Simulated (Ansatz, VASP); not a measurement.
# HfN in two plane-wave programs, part 2 of 2

Aim: how closely do two programs agree when they are given the same cell, functional and k mesh? The cell is taken from a series of runs on this material, whose earlier steps may have relaxed, scaled, displaced or heated it; both programs get it as it stands.

VASP 6.6.1 and Ansatz 0.2.0.

So far: The starting structure; Ansatz: zone-centre phonons, LDA, pair 1; VASP: zone-centre phonons, LDA, pair 1; Differences.

### Step 5. VASP: zone-centre phonons, LDA, pair 2

Level of this step: LDA; plane waves and PAW (N, Hf_pv) (VASP).

Second derivatives magnify differences that forces hide, and they need a tight electronic threshold. The cell compared in this pair holds 22.08 Å³, against 21.85 Å³ for the pair before.

Input file INCAR:

```
SYSTEM = HfN
PREC = Accurate
ENCUT = 600
EDIFF = 1E-08
NELM = 120
ISMEAR = 1
SIGMA = 0.2
LREAL = .FALSE.
ALGO = Normal
GGA = PW92
NBANDS = 13
LASPH = .TRUE.
LORBIT = 11
LWAVE = .FALSE.
LCHARG = .FALSE.
ISIF = 2
IBRION = 8
GGA_COMPAT = .FALSE.
KPAR = 2
```

Input file POSCAR:

```
HfN
1.0
    0.0000000000      2.2265974012      2.2265974012
    2.2265974012      0.0000000000      2.2265974012
    2.2265974012      2.2265974012      0.0000000000
N Hf
1 1
Direct
    0.5000000000      0.5000000000      0.5000000000
    0.0000000000      0.0000000000      0.0000000000
```

Input file KPOINTS:

```
Automatic mesh
0
Gamma
16 16 16
0 0 0
```

Potentials, in the order of the species: N and Hf_pv (LDA family, release 64).

On the command line:

```bash
$ mpirun -np 2 vasp_std
```

Numbers of over 12 decimals in the logs are rounded to 6 here.

Log:

```text
[banner, memory and clock lines left out]
running    2 mpi-ranks, on    1 nodes
[...]
[... a notice as in an earlier step ...]

 LDA part: xc-table for (Slater(with rela. corr.)+PW92), standard interpolation
 POSCAR, INCAR and KPOINTS ok, starting setup
[...]
entering main loop
       N       E                     dE             d eps       ncg     rms          rms(c)
DAV:   1     0.408275545937E+02    0.40828E+02   -0.86992E+03  3778   0.122E+03
DAV:   2    -0.247625417167E+02   -0.65590E+02   -0.61164E+02  4909   0.252E+02
DAV:   3    -0.268607042537E+02   -0.20982E+01   -0.20778E+01  4541   0.361E+01
DAV:   4    -0.268705993812E+02   -0.98951E-02   -0.98905E-02  4160   0.280E+00
[...]
DAV:  12    -0.238755372675E+02   -0.19532E-06   -0.68359E-06  4770   0.239E-02    0.295E-03
DAV:  13    -0.238755372416E+02    0.25839E-07   -0.86749E-08  4301   0.290E-03    0.575E-03
DAV:  14    -0.238755372386E+02    0.30607E-08   -0.10897E-08  2854   0.968E-04
   1 F= -.23875537E+02 E0= -.23875473E+02  d E =-.193301E-03
[...]
RMM:  11    -0.230339323626E+00    0.34436E-07   -0.31575E-09 16338   0.664E-06    0.244E-05
RMM:  12    -0.230339336197E+00   -0.12570E-07   -0.30785E-09 14339   0.279E-06    0.610E-06
RMM:  13    -0.230339336047E+00    0.14968E-09   -0.15495E-09  9198   0.168E-06    0.157E-06
 first order change of Fermi-energy   0.35621E-04
 force on displaced ion       1 direction 1 : -13.281   0.000   0.000
 Linear response progress:
  Degree of freedom:   2/  2
       N       E                     dE             d eps       ncg     rms          rms(c)
RMM:   1    -0.206122616336E+00   -0.20612E+00    0.34823E+00 10566   0.113E+01
RMM:   2    -0.202532143248E+00    0.35905E-02   -0.26052E-02 13860   0.117E+00    0.654E-01
RMM:   3    -0.202037603582E+00    0.49454E-03   -0.65657E-04 16577   0.130E-01    0.346E-01
RMM:   4    -0.201566248182E+00    0.47136E-03   -0.72692E-05 18164   0.542E-02    0.150E-01
[...]
RMM:  13    -0.201327964405E+00   -0.64741E-08   -0.33564E-07 14612   0.948E-06    0.959E-06
RMM:  14    -0.201327966135E+00   -0.17304E-08   -0.17496E-07 13113   0.604E-06    0.940E-06
RMM:  15    -0.201327968635E+00   -0.24999E-08   -0.97266E-08 12886   0.429E-06    0.347E-06
 first order change of Fermi-energy   0.13526E-03
 force on displaced ion       2 direction 1 : -13.280   0.000   0.000
 Linear response finished
```

Parts of OUTCAR (step 5):

```text
  Total        0.2029967      0.2029967      0.2029967     -0.0000000      0.0000000     -0.0000000
  in kB       14.7314121     14.7314121     14.7314121     -0.0000000      0.0000000     -0.0000000
  external PRESSURE =      14.7314121 kB  Pullay stress =       0.0000000 kB

 POSITION                                       TOTAL-FORCE (eV/Angst)
 -----------------------------------------------------------------------------------
      2.22660      2.22660      2.22660         0.000000      0.000000      0.000000
      0.00000      0.00000      0.00000        -0.000000     -0.000000     -0.000000
 -----------------------------------------------------------------------------------
    total drift:                                0.000000      0.000000      0.000000

[... 1 part as in an earlier step ...]

[... 1 further part left out ...]
```

### Step 6. Ansatz: zone-centre phonons, LDA, pair 2

The same cell, functional (in two slightly different forms), mesh and smearing now go to Ansatz, which takes its cutoff from its data sets.

The cell is taken from a series of runs on this material, whose earlier steps may have relaxed, scaled, displaced or heated it; both programs get it as it stands.

Input file input.yaml:

```yaml
crystal:
  lattice:
    - [0.0, 2.2265974012, 2.2265974012]
    - [2.2265974012, 0.0, 2.2265974012]
    - [2.2265974012, 2.2265974012, 0.0]
  atoms:
    - { symbol: "N", position: [0.5, 0.5, 0.5] }
    - { symbol: Hf, position: [0.0, 0.0, 0.0] }
kpoints:
  mp_grid: { grid: [16, 16, 16] }
hamiltonian:
  xc: lda
  pseudopotentials: { kind: paw, azcp: { folder: soft_1 }, xc_functional: pbe }
scf:
  occupations: { method: methfessel_paxton, width: 0.2 }
output:
  eigenvalues: true
phonons:
  method: dfpt
```

On the command line:

```bash
$ ansatz run input.yaml --threads 4 --pin off --max-ram 10240MiB --backend cpu --events-out ev --progress --plain --runs-dir out
```

Log:

```text
[...]
Crystal: 2 atoms, lattice volume = 22.078 Å³
Basis set: ecut = 420 eV, 411 PW (Γ), exchange–correlation on 48×48×48 points (8 copies of the dense FFT grid, shifted against one another)
Bands: 20, of which v1, the nominal top of the filled ones, is band 16 counted from 1 (15 counted from 0)
Symmetry: 48 space group operations
k-points: 349 of 4096 (irreducible under 8 space group operations, time reversal used)
[...]
k-point 2: bands = [... 12 lower, 18.5119, 18.9967, 18.9967, 22.7271, 22.8611, 22.8611, 25.9539, 25.9539]
  k-point 348: bands = [... 12 lower, 16.5026, 17.2909, 17.2909, 23.9613, 23.9613, 28.5913, 28.7568, 29.2578]
[...]
ASR residual: 2.711e-5 → 0.000e0 eV/Å²; symmetrization residual: 1.301e-6 eV/Å²
  ASR residual per site (eV/Å²): 1.59e-5 2.71e-5
  Γ frequencies (cm⁻¹): 0.00 0.00 0.00 524.42 524.42 524.42
[...]
[key lines of the parts left out:]
SCF converged after 11 iterations
Free energy (F): -15855.275569 eV
Fermi energy:    22.781677 eV
```

### Step 7. Side by side

What differs besides the data sets and the points named for the pairs above, as far as they apply: the data sets hold 31 valence electrons in Ansatz (on its PAW soft_1 files) and 15 in VASP. Total energies have different zeros and are not compared.

The two programs side by side:

```csv
quantity,Ansatz,VASP,difference
optical mode 1 to 3 (cm⁻¹),524.4,527.4,-0.57 %
```

Modes are paired by rising frequency, not by their patterns, so a pair may set unlike modes beside each other; they are those without the splitting of longitudinal modes.

### Step 8. What came out

- r.m.s. difference of the optical zone-centre modes, each program's sorted by frequency (zone-centre phonons, LDA, pair 1): 3.3 cm⁻¹
- difference in optical mode 1 to 3 (zone-centre phonons, LDA, pair 1): -0.6 %
- r.m.s. difference of the optical zone-centre modes, each program's sorted by frequency (zone-centre phonons, LDA, pair 2): 3.0 cm⁻¹
- difference in optical mode 1 to 3 (zone-centre phonons, LDA, pair 2): -0.6 %

**Reading.** The r.m.s. difference of the optical zone-centre modes, each program's sorted by frequency is 3.3 cm⁻¹ (zone-centre phonons, LDA, pair 1). The data sets hold unlike numbers of valence electrons (31 in Ansatz and 15 in VASP), so part of the differences comes from the potentials. Among the rows given in per cent, the largest difference of the zone-centre phonons, LDA, pair 1 pair is in optical mode 1 to 3, -0.6 %. Among the rows given in per cent, the largest difference of the zone-centre phonons, LDA, pair 2 pair is in optical mode 1 to 3, -0.6 %. Such differences can come from data sets, numerical settings and the points named under the comparisons, not from the functional's error against experiment.

[Lines on the potential files, build, host, timing and source positions are cut from VASP's logs without a mark.]

[Logs are printed without paths, hosts, clocks, repeated set-up lines and the standing remarks that a program may print on its own settings, such as how far it seeks lower states.]

[Hosts, paths, dates, database ids (printed as entryN), source tags and the programs' standing remarks are cut or masked in the printed files.]
